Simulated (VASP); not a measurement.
Here is the system:

```yaml
crystal:
  lattice:
    - [1.56229, -2.70596, -0.02029]
    - [1.56229, 2.70596, 0.02029]
    - [0.00000, 0.02591, 3.45438]
  atoms:
    - { symbol: Hf, position: [0.00000, 0.00000, 0.00000] }
    - { symbol: B, position: [0.33333, 0.66667, 0.50000] }
    - { symbol: B, position: [0.66667, 0.33333, 0.50000] }
```

These are PBEsol GGA, VASP's PBE PAW potentials (set 64) (plane waves; VASP) values and carry that method's errors. Run with 600 eV cut-off, 10×10×8 Γ-centred mesh, first-order Methfessel-Paxton smearing of 0.10 eV, potentials Hf_pv B.

**Question.** Give the stress tensor in GPa (positive for a compressed cell).

**Answer.** 
```
-0.01   0.00   0.00
 0.00   0.07  -4.24
 0.00  -4.24  -0.07
```
The pressure is its mean diagonal, -0.01 GPa.

The compound is HfB2 in the AlB2 type structure. This cell was strained or had an atom moved on purpose.
